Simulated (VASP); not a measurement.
Runs of VASP 6.6.1 on RuSe. The structure is cubic, space group Fm-3m (No. 225). Conventional cell: a = 5.355 Å, b = 5.355 Å, c = 5.355 Å, α = 90.00°, β = 90.00°, γ = 90.00°. Around Ru (site symmetry m-3m) lie 6 Se at 2.68 Å. Around Se (site symmetry m-3m) lie 6 Ru at 2.68 Å. The cell comes from a database or a generator and needn't be the stable form of this composition.

```csv
spin,U,fixed moment (μB),gap on the mesh (eV),pressure (GPa),moment (μB)
"collinear, ferromagnetic start",Ru d U = 3 eV,3,-,1.7,3.00
"collinear, ferromagnetic start",Ru d U = 4 eV,-,none,7.0,(a)
"collinear, random start",Ru d U = 3 eV,-,none,-2.2,2.44
"collinear, ferromagnetic start",Ru d U = 3 eV,-,none,-2.2,2.44
```

Alike in all rows: task single point; level r2SCAN+U; potentials or basis VASP PAW PBE potentials, release 64 (Ru_pv, Se); cell as given; k mesh 6 × 6 × 6; cutoff (eV) 520; smearing gaussian 0.05 eV.

**Question.** Estimate the missing entries.

**Answer.** (a) 3.45.

Caveats: the PAW data sets were made with another functional, which shifts forces and pressure a little; the moment is held away from its start (some runs); the total moment is fixed, so each spin has its own Fermi level (some runs).

A k mesh can miss the band edges, and the runs leave out spin-orbit coupling on Ru, Se.

A gap of «none» marks a metal or a gap under the smearing width.
